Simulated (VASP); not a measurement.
Here is the system:

```xyz
10
Lattice="6.4038 0.0000 0.0000 3.2019 6.2471 0.0000 0.0000 0.0000 23.8287" Properties=species:S:1:pos:R:3 pbc="T T T"
Y      5.2983     0.9714     8.0000
Y      3.1638     3.8215     8.8698
Y      2.0965     0.4244     9.7397
Y      6.3656     3.2744    10.6095
Y      8.5002     6.1245    11.4794
Y      3.1638     2.7274    12.3493
Y      5.2983     5.5775    13.2191
Y      6.3656     2.1804    14.0890
Y      8.5002     5.0304    14.9588
Y      3.1638     1.6334    15.8287
```

Calculation: PBEsol GGA, VASP's PBE PAW potentials (set 64) (plane waves; VASP). Settings: 300 eV cut-off, 5×5×1 Γ-centred mesh, Fermi-Dirac smearing of 0.10 eV, potentials Y_sv.

At this cut-off the stress carries a Pulay error, which pulls relaxed volumes low. The cell holds a wide vacuum, so values per volume refer to the whole cell.

**Question.** Give the force on each atom (eV/Å).

**Answer.** 
| atom | Fx | Fy | Fz |
|---|---|---|---|
| Y1 | 0.140 | 0.092 | 0.742 |
| Y2 | -0.193 | -0.037 | 0.453 |
| Y3 | -0.054 | 0.082 | 0.155 |
| Y4 | 0.022 | -0.097 | 0.007 |
| Y5 | 0.154 | 0.041 | -0.135 |
| Y6 | -0.154 | -0.041 | 0.135 |
| Y7 | -0.022 | 0.097 | -0.007 |
| Y8 | 0.054 | -0.082 | -0.155 |
| Y9 | 0.193 | 0.037 | -0.453 |
| Y10 | -0.140 | -0.092 | -0.742 |

**Question.** Give the stress tensor in GPa (positive for a compressed cell).

**Answer.** 
```
-2.16  -0.13   0.02
-0.13  -2.33  -0.11
 0.02  -0.11  -1.61
```
The pressure is its mean diagonal, -2.03 GPa.

The cell is a sheet with vacuum, built from a database entry that may be metastable or hypothetical.
